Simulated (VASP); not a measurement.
All values below come from PBE GGA, VASP's PBE PAW potentials (set 64) (plane waves; VASP).

A VASP calculation is set up with these files.

KPOINTS:
```
K-points
0
G
  13 13 8
0 0 0
```

POSCAR:
```
Tc
1
    1.3974000000    -2.4203680000     0.0000000000
    1.3974000000     2.4203680000     0.0000000000
    0.0000000000     0.0000000000     4.4778000000
Tc
2
Direct
  0.3333330000   0.6666670000   0.2500000000
  0.6666670000   0.3333330000   0.7500000000
```

**INCAR**
```
! general
SYSTEM   =  Tc
PREC     =  Accurate
ENCUT    =  400
LREAL    =  .False.   ! projection in real space or not
LASPH    =  .True.   ! aspherical one-centre terms
NBANDS   =  21

! electronic loop
EDIFF    =  1E-6   ! SCF stop (eV)
NELM     =  100   ! most electronic steps
ALGO     =  Normal   ! blocked Davidson
LMAXMIX  =  4   ! l cut-off of mixed one-centre charges

! smearing
ISMEAR   =  1
SIGMA    =  0.1   ! width (eV)

! functional
GGA      =  PE

! ions
ISIF     =  2

! output
LWAVE    =  .False.
LCHARG   =  .False.
```

POTCAR, in this order: Tc_pv (PBE.64 set). Program: vasp_std.

### Question
Predict the energy per atom (σ→0), pressure, band gap (on the k-mesh).

### Answer

| Quantity | Result |
|---|---|
| energy per atom (σ→0) | -10.317 eV/atom |
| band gap (on the k-mesh) | none (metal, semimetal or under 0.01 eV) |
| pressure | -14.41 GPa |

**OSZICAR**
```
...
DAV:   5    -0.221641009351E+02   -0.35937E-03   -0.35937E-03  5230   0.499E-01    0.215E+01
DAV:   6    -0.207837300986E+02    0.13804E+01   -0.25547E+00  4890   0.148E+01    0.593E+00
DAV:   7    -0.206435836002E+02    0.14015E+00   -0.34772E-01  5120   0.512E+00    0.788E-01
DAV:   8    -0.206342215293E+02    0.93621E-02   -0.70645E-03  4565   0.752E-01    0.163E-01
DAV:   9    -0.206342357464E+02   -0.14217E-04   -0.23809E-04  5263   0.135E-01    0.189E-02
DAV:  10    -0.206342361913E+02   -0.44484E-06   -0.13013E-05  4804   0.279E-02    0.110E-02
DAV:  11    -0.206342362364E+02   -0.45151E-07   -0.14299E-06  3301   0.109E-02
   1 F= -.20634236E+02 E0= -.20634251E+02  d E =0.430993E-04
```

The compound is Tc in the hcp structure. The cell was not relaxed at this level. The run is one of a series of settings (NBANDS = 21 against the base run), some of them coarse on purpose.
